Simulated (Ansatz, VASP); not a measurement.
## Two plane-wave programs on ScZnF2

```xyz
4
Lattice="4.4740 0.0000 0.0000 0.0000 4.4740 0.0000 0.0000 0.0000 2.8231" Properties=species:S:1:pos:R:3 pbc="T T T"
Sc    2.2370    2.2370    1.4116
Zn    0.0000    0.0000    0.0000
F     2.2370    0.0000    0.0000
F     0.0000    2.2370    0.0000
```

Alike in both runs: functional PBE; k mesh 10 × 10 × 16; occupations gaussian, width 0.1 eV; no spin polarisation.

Ansatz relaxed the structure, and its values are those at the end. VASP's run is a single point on that final structure, the one shown.

```csv
,VASP,Ansatz
version,VASP 6.6.1,Ansatz 0.2.0
potentials or method,"VASP PAW PBE potentials, release 64 (Sc_sv, Zn, F)","scalar-relativistic, plane waves, PAW"
plane-wave cutoff (eV),520,420
valence electrons in the cell,37,37
```

```csv
,VASP,Ansatz,Ansatz less VASP
gap on the k mesh at the Fermi level (eV),none,none,-
pressure (GPa),0.0,0.0,+0.02
```

A gap of «none» marks a metal or a gap that the smearing closes. The functional is the same, so the differences come from potentials, cutoffs and numerics.

Caveats: an odd number of electrons without spin polarisation forces a metal; a magnetic or distorted state may lie lower.
